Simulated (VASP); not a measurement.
# GW on LiH: a test of the settings, part 2 of 2

How far does the GW correction to the gap of LiH depend on the settings? The starting structure is a measured crystal structure from the Crystallography Open Database. Cell and atoms stay as given.

VASP 6.6.1.

Results so far: G0W0 (response cutoff 100 eV, 4×4×4 mesh) 4.46 eV; G0W0 (response cutoff 160 eV, 4×4×4 mesh) 4.58 eV; G0W0 (response cutoff 240 eV, 4×4×4 mesh) 4.67 eV.

### Step 5. GW0 with iterated eigenvalues (response cutoff 160 eV, 4×4×4 mesh)

Level of this step: evGW0 on LDA; plane waves and PAW (Li_GW, H_GW) (VASP).

It reads the orbitals and their derivatives (WAVECAR and WAVEDER) of a run with the empty bands, which follows a ground-state run; neither is shown.

File INCAR:

```
SYSTEM = LiH
PREC = Accurate
ENCUT = 320
ISMEAR = 0
SIGMA = 0.01
LREAL = .FALSE.
GGA = CA
NBANDS = 80
ALGO = EVGW0
NELMGW = 4
ENCUTGW = 160
NOMEGA = 40
PRECFOCK = Fast
NBANDSGW = 12
LWAVE = .FALSE.
LCHARG = .FALSE.
```

File POSCAR:

```
LiH
1.0
    0.0000000000      2.0425000000      2.0425000000
    2.0425000000      0.0000000000      2.0425000000
    2.0425000000      2.0425000000      0.0000000000
Li H
1 1
Direct
    0.0000000000      0.0000000000      0.0000000000
    0.5000000000      0.5000000000      0.5000000000
```

File KPOINTS:

```
Automatic mesh
0
Gamma
4 4 4
0 0 0
```

The projector-augmented-wave data sets are Li_GW and H_GW (LDA family, release 64).

Command:

```console
mpirun -np 4 vasp_std
```

Output:

```text
[banner, memory and clock lines left out]
running    4 mpi-ranks, on    1 nodes
[...]
[... a notice as in an earlier step ...]

 LDA part: xc-table for (Slater(with rela. corr.)+CA(PZ))
 , standard interpolation
 found WAVECAR, reading the header
 POSCAR, INCAR and KPOINTS ok, starting setup
[...]
reading WAVECAR
 the WAVECAR file was read successfully
 initial charge from wavefunction
 available memory per node:    252.77 GB, setting MAXMEM to    258831

 The Fermi energy was updated, please check that it is located mid-gap
 values below the HOMO (VB) or above the LUMO (CB) will cause erroneous energies
 E-fermi :   0.4293

 calculate exact exchange contribution
 the WAVEDER file was read successfully
energies w=
    0.000    0.000    0.704    0.000    1.403    0.000    2.095    0.000
    2.775    0.000    3.442    0.000    4.095    0.000    4.733    0.000
    5.357    0.000    5.968    0.000    6.569    0.000    7.161    0.000
[...]
total number of BLAS operations          7.78 Gflops
NQ=   4    0.2500    0.2500    0.0000,
|.........|.........|.........|.........|.........|.........|.........|.........
 performed        260000 updates of chi_q(r,r)
 total number of BLAS operations         11.53 Gflops
NQ=   5    0.5000    0.2500    0.0000,
|.........|.........|.........|.........|.........|.........|.........|.........
 performed        385000 updates of chi_q(r,r)
 total number of BLAS operations         17.94 Gflops
NQ=   6   -0.2500    0.2500    0.0000,
|.........|.........|.........|.........|.........|.........|.........|.........
 performed        491000 updates of chi_q(r,r)
 total number of BLAS operations         23.24 Gflops
NQ=   7    0.5000    0.5000    0.0000,
|.........|.........|.........|.........|.........|.........|.........|.........
 performed        543000 updates of chi_q(r,r)
 total number of BLAS operations         25.92 Gflops
NQ=   8   -0.2500    0.5000    0.2500,
|.........|.........|.........|.........|.........|.........|.........|.........
 performed        626000 updates of chi_q(r,r)
 total number of BLAS operations         30.61 Gflops
 resolving degeneracies of screened two electron integrals

 calculate QP shifts <psi_nk| G(iteration)W_0 |psi_nk>: iteration 4
 entering main loop
```

Run time: 6.8 s. Hardware: 4 MPI ranks of Intel Xeon 6975P-C (Granite Rapids), shared host; peak memory 0.43 GiB; 22 s of CPU time.

Parts of OUTCAR (step 5):

```text
 QP shifts <psi_nk| G(iteration)W_0 |psi_nk>: iteration 2
 k-point   1 :       0.0000    0.0000    0.0000
  band No. old QP-enery  QP-energies   sigma(KS)   T+V_ion+V_H  V^pw_x(r,r')   Z            occupation Imag(sigma)
      1      -7.5191      -7.9021     -10.9906       2.8848     -14.8050       0.6528       2.0000       0.3104
      2      14.8828      15.0261     -10.3482      25.4300      -4.0221       0.7202       0.0000      -0.9341
      3      16.9315      17.1913      -6.7478      24.0487      -1.3391       0.7035       0.0000      -0.6017
      4      16.9315      17.1913      -6.7478      24.0487      -1.3391       0.7035       0.0000      -0.6017
      5      16.9315      17.1913      -6.7478      24.0487      -1.3391       0.7035       0.0000      -0.6017
    ...

 QP shifts <psi_nk| G(iteration)W_0 |psi_nk>: iteration 3
 k-point   1 :       0.0000    0.0000    0.0000
  band No. old QP-enery  QP-energies   sigma(KS)   T+V_ion+V_H  V^pw_x(r,r')   Z            occupation Imag(sigma)
      1      -7.9021      -8.0028     -10.9434       2.8848     -14.8050       0.6433       2.0000       0.3253
      2      15.0261      15.0683     -10.3451      25.4300      -4.0221       0.7167       0.0000      -0.9116
      3      17.1913      17.2599      -6.7595      24.0487      -1.3391       0.7009       0.0000      -0.6163
      4      17.1913      17.2599      -6.7595      24.0487      -1.3391       0.7009       0.0000      -0.6163
      5      17.1913      17.2599      -6.7595      24.0487      -1.3391       0.7009       0.0000      -0.6163
    ...

 QP shifts <psi_nk| G(iteration)W_0 |psi_nk>: iteration 4
 k-point   1 :       0.0000    0.0000    0.0000
  band No. old QP-enery  QP-energies   sigma(KS)   T+V_ion+V_H  V^pw_x(r,r')   Z            occupation Imag(sigma)
      1      -8.0028      -8.0290     -10.9284       2.8848     -14.8050       0.6436       2.0000       0.3300
      2      15.0683      15.0816     -10.3432      25.4300      -4.0221       0.7167       0.0000      -0.9074
      3      17.2599      17.2775      -6.7636      24.0487      -1.3391       0.6989       0.0000      -0.6211
      4      17.2599      17.2775      -6.7636      24.0487      -1.3391       0.6989       0.0000      -0.6211
      5      17.2599      17.2775      -6.7636      24.0487      -1.3391       0.6989       0.0000      -0.6211
    ...

[... 3 parts as in an earlier step ...]

[... 1 further part left out ...]
[key lines of the parts left out:]
E-fermi :   0.4293
```

GW0 with iterated eigenvalues (response cutoff 160 eV, 4×4×4 mesh): the quasiparticle gap on this mesh is 5.038 eV, +2.426 eV from the LDA gap on the same points, with 80 bands.

### Step 6. G0W0 (response cutoff 100 eV, 6×6×6 mesh)

It reads the orbitals and their derivatives (WAVECAR and WAVEDER) of a run with the empty bands, which follows a ground-state run; neither is shown.

INCAR: that of step 5 with these lines changed.

```diff
@@ -7,6 +7,6 @@
 GGA = CA
-NBANDS = 80
+NBANDS = 40
 ALGO = EVGW0
-NELMGW = 4
-ENCUTGW = 160
+NELMGW = 1
+ENCUTGW = 100
 NOMEGA = 40
```

POSCAR is that of step 5.

File KPOINTS:

```
Automatic mesh
0
Gamma
6 6 6
0 0 0
```

Command:

```console
mpirun -np 4 vasp_std
```

Output:

```text
[banner, memory and clock lines left out]
running    4 mpi-ranks, on    1 nodes
[...]
[... a notice as in an earlier step ...]

 LDA part: xc-table for (Slater(with rela. corr.)+CA(PZ))
 , standard interpolation
 found WAVECAR, reading the header
 POSCAR, INCAR and KPOINTS ok, starting setup
[...]
reading WAVECAR
 the WAVECAR file was read successfully
 initial charge from wavefunction
 available memory per node:    256.46 GB, setting MAXMEM to    262614

 The Fermi energy was updated, please check that it is located mid-gap
 values below the HOMO (VB) or above the LUMO (CB) will cause erroneous energies
 E-fermi :   0.4187

 calculate exact exchange contribution
 the WAVEDER file was read successfully
energies w=
    0.000    0.000    0.656    0.000    1.307    0.000    1.952    0.000
    2.586    0.000    3.208    0.000    3.816    0.000    4.411    0.000
    4.993    0.000    5.563    0.000    6.123    0.000    6.675    0.000
[...]
total number of BLAS operations         19.11 Gflops
NQ=  12   -0.3333    0.3333    0.0000,
|.........|.........|.........|.........|.........|.........|.........|.........
 performed       1646000 updates of chi_q(r,r)
 total number of BLAS operations         20.51 Gflops
NQ=  13    0.5000    0.5000    0.0000,
|.........|.........|.........|.........|.........|.........|.........|.........
 performed       1707000 updates of chi_q(r,r)
 total number of BLAS operations         21.29 Gflops
NQ=  14    0.5000    0.3333    0.1667,
|.........|.........|.........|.........|.........|.........|.........|.........
 performed       1910000 updates of chi_q(r,r)
 total number of BLAS operations         23.63 Gflops
NQ=  15   -0.3333    0.3333    0.1667,
|.........|.........|.........|.........|.........|.........|.........|.........
 performed       2088000 updates of chi_q(r,r)
 total number of BLAS operations         25.69 Gflops
NQ=  16   -0.3333    0.5000    0.1667,
|.........|.........|.........|.........|.........|.........|.........|.........
 performed       2239000 updates of chi_q(r,r)
 total number of BLAS operations         27.44 Gflops
 resolving degeneracies of screened two electron integrals

 calculate QP shifts <psi_nk| G(iteration)W_0 |psi_nk>: iteration 1
 entering main loop
```

It took 6.4 s on 4 MPI ranks; peak memory 0.45 GiB.

Parts of OUTCAR (step 6):

```text
 QP shifts <psi_nk| G(iteration)W_0 |psi_nk>: iteration 1
 for sc-GW calculations column KS-energies equals QP-energies in previous step
 and V_xc(KS)=  KS-energies - (<T + V_ion + V_H > + <T+V_H+V_ion>^1  + <V_x>^1)
 k-point   1 :       0.0000    0.0000    0.0000
  band No.  KS-energies  QP-energies   sigma(KS)   V_xc(KS)     V^pw_x(r,r')   Z            occupation Imag(sigma)
      1      -6.2849      -7.5641     -11.0797      -9.1609     -14.8000       0.6667       2.0000       0.2994
      2      14.5565      15.0751     -10.0834     -10.8463      -4.0020       0.6797       0.0000      -1.0257
      3      15.9474      17.1015      -6.5321      -8.1043      -1.3437       0.7341       0.0000      -0.5919
      4      15.9474      17.1015      -6.5321      -8.1043      -1.3437       0.7341       0.0000      -0.5919
      5      15.9474      17.1015      -6.5321      -8.1043      -1.3437       0.7341       0.0000      -0.5919
    ...

[... 1 part as in an earlier step ...]

[... 2 further parts left out ...]
[key lines of the parts left out:]
E-fermi :   0.4187
```

G0W0 (response cutoff 100 eV, 6×6×6 mesh): the quasiparticle gap on this mesh is 4.651 eV, +2.024 eV from the LDA gap on the same points, with 40 bands.

### Step 7. G0W0 (response cutoff 100 eV, 4×4×4 mesh, 7 empty bands)

It reads the orbitals and their derivatives (WAVECAR and WAVEDER) of a run with the empty bands, which follows a ground-state run; neither is shown.

INCAR: that of step 6 with these lines changed.

```diff
@@ -7,3 +7,3 @@
 GGA = CA
-NBANDS = 40
+NBANDS = 8
 ALGO = EVGW0
@@ -13,3 +13,3 @@
 PRECFOCK = Fast
-NBANDSGW = 12
+NBANDSGW = 8
 LWAVE = .FALSE.
```

POSCAR is that of step 6.

File KPOINTS:

```
Automatic mesh
0
Gamma
4 4 4
0 0 0
```

Command:

```console
mpirun -np 4 vasp_std
```

Output:

```text
[banner, memory and clock lines left out]
running    4 mpi-ranks, on    1 nodes
[...]
[... a notice as in an earlier step ...]

 LDA part: xc-table for (Slater(with rela. corr.)+CA(PZ))
 , standard interpolation
 found WAVECAR, reading the header
 POSCAR, INCAR and KPOINTS ok, starting setup
[...]
reading WAVECAR
 the WAVECAR file was read successfully
 initial charge from wavefunction
 available memory per node:    253.31 GB, setting MAXMEM to    259391

 The Fermi energy was updated, please check that it is located mid-gap
 values below the HOMO (VB) or above the LUMO (CB) will cause erroneous energies
 E-fermi :   0.4293

 calculate exact exchange contribution
 the WAVEDER file was read successfully
energies w=
    0.000    0.000    0.697    0.000    1.391    0.000    2.076    0.000
    2.750    0.000    3.412    0.000    4.059    0.000    4.692    0.000
    5.311    0.000    5.917    0.000    6.513    0.000    7.100    0.000
[...]
total number of BLAS operations          0.18 Gflops
NQ=   4    0.2500    0.2500    0.0000,
|.........|.........|.........|.........|.........|.........|.........|.........
 performed         16000 updates of chi_q(r,r)
 total number of BLAS operations          0.26 Gflops
NQ=   5    0.5000    0.2500    0.0000,
|.........|.........|.........|.........|.........|.........|.........|.........
 performed         24000 updates of chi_q(r,r)
 total number of BLAS operations          0.35 Gflops
NQ=   6   -0.2500    0.2500    0.0000,
|.........|.........|.........|.........|.........|.........|.........|.........
 performed         31000 updates of chi_q(r,r)
 total number of BLAS operations          0.44 Gflops
NQ=   7    0.5000    0.5000    0.0000,
|.........|.........|.........|.........|.........|.........|.........|.........
 performed         34000 updates of chi_q(r,r)
 total number of BLAS operations          0.49 Gflops
NQ=   8   -0.2500    0.5000    0.2500,
|.........|.........|.........|.........|.........|.........|.........|.........
 performed         39000 updates of chi_q(r,r)
 total number of BLAS operations          0.53 Gflops
 resolving degeneracies of screened two electron integrals

 calculate QP shifts <psi_nk| G(iteration)W_0 |psi_nk>: iteration 1
 entering main loop
```

The job ended after 1.2 s (4 MPI ranks; peak memory 0.37 GiB; 2.2 s of CPU time).

From OUTCAR (step 7):

```text
 QP shifts <psi_nk| G(iteration)W_0 |psi_nk>: iteration 1
 for sc-GW calculations column KS-energies equals QP-energies in previous step
 and V_xc(KS)=  KS-energies - (<T + V_ion + V_H > + <T+V_H+V_ion>^1  + <V_x>^1)
 k-point   1 :       0.0000    0.0000    0.0000
  band No.  KS-energies  QP-energies   sigma(KS)   V_xc(KS)     V^pw_x(r,r')   Z            occupation Imag(sigma)
      1      -6.2743      -7.1805     -10.5528      -9.1591     -14.8050       0.6502       2.0000       0.3288
      2      14.5762      15.7630      -9.1713     -10.8538      -4.0221       0.7054       0.0000      -1.0191
      3      15.9486      17.5595      -5.7857      -8.1000      -1.3391       0.6961       0.0000      -0.5567
      4      15.9486      17.5595      -5.7857      -8.1000      -1.3391       0.6961       0.0000      -0.5567
      5      15.9486      17.5595      -5.7857      -8.1000      -1.3391       0.6961       0.0000      -0.5567
    ...

[... 1 part as in an earlier step ...]

[... 2 further parts left out ...]
[key lines of the parts left out:]
E-fermi :   0.4293
```

G0W0 (response cutoff 100 eV, 4×4×4 mesh, 7 empty bands): the quasiparticle gap on this mesh is 4.387 eV, +1.774 eV from the LDA gap on the same points, with 8 bands.

### Step 8. All runs side by side

```
                                                               run  LDA gap on the mesh (eV)  GW gap (eV)  correction (eV)  bands
                         G0W0 (response cutoff 100 eV, 4×4×4 mesh)                     2.613        4.462            1.849     40
                         G0W0 (response cutoff 160 eV, 4×4×4 mesh)                     2.613        4.578            1.965     80
                         G0W0 (response cutoff 240 eV, 4×4×4 mesh)                     2.613        4.672            2.059    144
GW0 with iterated eigenvalues (response cutoff 160 eV, 4×4×4 mesh)                     2.613        5.038            2.426     80
                         G0W0 (response cutoff 100 eV, 6×6×6 mesh)                     2.628        4.651            2.024     40
          G0W0 (response cutoff 100 eV, 4×4×4 mesh, 7 empty bands)                     2.613        4.387            1.774      8
```

### Step 9. Summary of results

| Property | Result |
| --- | --- |
| gap, G0W0 (response cutoff 100 eV, 4×4×4 mesh) | 4.462 eV |
| gap, G0W0 (response cutoff 160 eV, 4×4×4 mesh) | 4.578 eV |
| gap, G0W0 (response cutoff 240 eV, 4×4×4 mesh) | 4.672 eV |
| gap, GW0 with iterated eigenvalues (response cutoff 160 eV, 4×4×4 mesh) | 5.038 eV |
| gap, G0W0 (response cutoff 100 eV, 6×6×6 mesh) | 4.651 eV |
| gap, G0W0 (response cutoff 100 eV, 4×4×4 mesh, 7 empty bands) | 4.387 eV |

In words: The correction to the LDA gap of LiH is +1.849 eV at a response cutoff of 100 eV, +1.965 eV at a response cutoff of 160 eV, +2.059 eV at a response cutoff of 240 eV. The number of bands rises with the cutoff. On a 6×6×6 mesh in place of 4×4×4 the correction is +2.024 eV against +1.849 eV. Iterating the eigenvalues in G raises the gap by +0.461 eV. With 7 empty bands alone, a slip made on purpose, the correction is +1.774 eV against +1.849 eV. Errors of the two band edges can cancel in a gap, so a value close to the better runs would prove nothing. From a response cutoff of 160 to 240 eV the correction still moves by +0.095 eV, so cutoff and bands aren't shown to be converged. The LDA gap along the bands, from another run on this structure, is 2.656 eV. On the 4×4×4 mesh it is 2.613 eV, lower, since the two runs differ in mesh, cutoff and data sets. On the 6×6×6 mesh it is 2.628 eV, lower, since the two runs differ in mesh, cutoff and data sets. Further runs on this material are not shown.

[Lines on the potential files, build, host, timing and source positions are cut from VASP's logs without a mark.]

[Logs are printed without paths, hosts, clocks, repeated set-up lines and the standing remarks that a program may print on its own settings, such as how far it seeks lower states.]

[Hosts, paths, dates, database ids (printed as entryN), source tags and the programs' standing remarks are cut or masked in the printed files.]
